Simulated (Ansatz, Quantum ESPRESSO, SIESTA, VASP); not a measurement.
YCo2B2 (I4/mmm, 5 atoms in the cell) computed with different codes at matched settings

Self-consistent single point, at a second geometry (lattice scaled by 0.98). First geometry:

```
CELL_PARAMETERS angstrom
     -1.74986     1.74986     4.65971
      1.74986    -1.74986     4.65971
      1.74986     1.74986    -4.65971
ATOMIC_POSITIONS crystal
  Y  0.00000 0.00000 0.00000
  Co 0.75000 0.25000 0.50000
  Co 0.25000 0.75000 0.50000
  B  0.65466 0.65466 0.00000
  B  0.34534 0.34534 0.00000
```

Shared settings, as Ansatz (a first-principles code) writes them: kpoints.mp_grid.grid = 11 11 11; scf.occupations.method = fermi_dirac; scf.occupations.width = 0.0073 Ry. Potentials and cutoffs stand in the table.

```tsv
code	model	ΔF from the first geometry (meV/atom)	pressure (GPa)	largest force (eV/Å)	cutoff
SIESTA	LDA PW92, numerical atomic orbitals TZP, PseudoDojo LDA standard norm-conserving potentials (rewritten from UPF to PSML)	11.4	9.89	0.827	grid 300 Ry
VASP	LDA (PZ), VASP's LDA PAW potentials (set 64)	17.7	11.22	0.774	400 eV
Ansatz	LDA (PW92), PAW files made with PBE	16.5	11.13	0.727	30.9 Ry
Quantum ESPRESSO	LDA (PZ), GBRV 1.5 ultrasoft (LDA) pseudopotentials	17.3	11.11	0.738	50 Ry
```

On Ansatz's run: spin polarisation is off.

The spread over the programs that give each value: ΔF from the first geometry within 6.3 meV/atom; pressure within 1.33 GPa; largest force within 0.100 eV/Å.

SIESTA uses small atom-centred bases, whose incompleteness enters pressures, forces and empty levels differently from a plane-wave cutoff. Ansatz's pressure is given at a fixed set of plane waves, as the other plane-wave codes print theirs; with its correction for the finite basis it is 11.26 GPa. The same LDA comes in different parametrisations, which differ slightly. In the pressure, SIESTA (by 1.23) lies more than 1 GPa from the median of the plane-wave programs. In the force vectors, SIESTA (by 0.090) lies more than 0.08 eV/Å from the median of the plane-wave programs.

VASP's run is marked for a possible Pulay error in its stress at this cutoff; no cutoff test was made.

The starting cell comes from a database of computed structures (which also holds hypothetical and non-ambient phases and stackings), without a prior relaxation at this level. Its lattice was rescaled by a random factor within 2.5 % of one. For this run, on top of that: lattice scaled by 0.98.

Keys are those of Ansatz 0.2.
